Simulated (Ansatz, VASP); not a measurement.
# MgCdS4 in VASP and in Ansatz

```
CELL_PARAMETERS angstrom
5.91338 0.00000 0.00000
-2.95669 5.12114 0.00000
0.00000 0.00000 4.58075
ATOMIC_POSITIONS crystal
Mg 0.00000 0.00000 0.00000
Cd 0.66667 0.33333 0.00000
S 0.33333 0.66667 0.00000
S 0.67433 0.83716 0.50000
S 0.16284 0.83716 0.50000
S 0.16284 0.32567 0.50000
```

Change from the starting cell: species swapped into the HoBeCu4 type (P-6m2, No. 187).

Alike in both runs: task single point; functional PBE; k mesh 3 × 3 × 4; occupations gaussian, width 0.1 eV; no spin polarisation.

|  | VASP | Ansatz |
| --- | --- | --- |
| version | VASP 6.6.1 | Ansatz 0.2.0 |
| potentials or method | VASP PAW PBE potentials, release 64 (Mg, Cd, S) | scalar-relativistic, plane waves, PAW |
| plane-wave cutoff (eV) | 520 | 420 |
| valence electrons in the cell | 38 | 54 |

|  | VASP | Ansatz | Ansatz less VASP |
| --- | --- | --- | --- |
| gap on the k mesh at the Fermi level (eV) | none | none | - |
| pressure (GPa) | -5.5 | -5.4 | +0.07 |
| largest component of the traceless stress (GPa) | 2.31 | 2.26 | -0.045 |
| rms of the force components (eV/Å) | 0.127 | 0.124 | -0.0030 |

Atom by atom the forces differ by 0.003 eV/Å (rms over components). A gap of «none» marks a metal or a gap that the smearing closes. The functional is the same, so the differences come from potentials, cutoffs and numerics. The two sets of potentials don't hold the same shells in valence.

Caveats: the k mesh is coarse (spacing up to 0.41 Å⁻¹), so the values aren't converged.
